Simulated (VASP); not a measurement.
```yaml
crystal:
  lattice:
    - [0.00000, 2.79853, 2.79853]
    - [2.79853, 0.00000, 2.79853]
    - [2.79853, 2.79853, 0.00000]
  atoms:
    - { symbol: Ag, position: [0.00000, 0.00000, 0.00000] }
    - { symbol: Cl, position: [0.50000, 0.50000, 0.50000] }
```

All values below come from PBE GGA, VASP's PBE PAW potentials (set 64) (plane waves; VASP). Numerical set-up: 400 eV cut-off, 9×9×9 Γ-centred mesh, tetrahedra with Blöchl corrections, potentials Ag Cl.

### Question
The job: AgCl (rock salt), 2 atoms, PBE, static run, 400 eV, 9×9×9 Γ-centred mesh. Roughly how much core time does it take on a busy server core?

### Answer
About 7 core-seconds (one run on a shared machine, a rough figure). It had 35 irreducible k-points, 13 bands, up to 821 plane waves and 12 electronic steps.

The compound is AgCl in the rock salt structure. It was relaxed first.
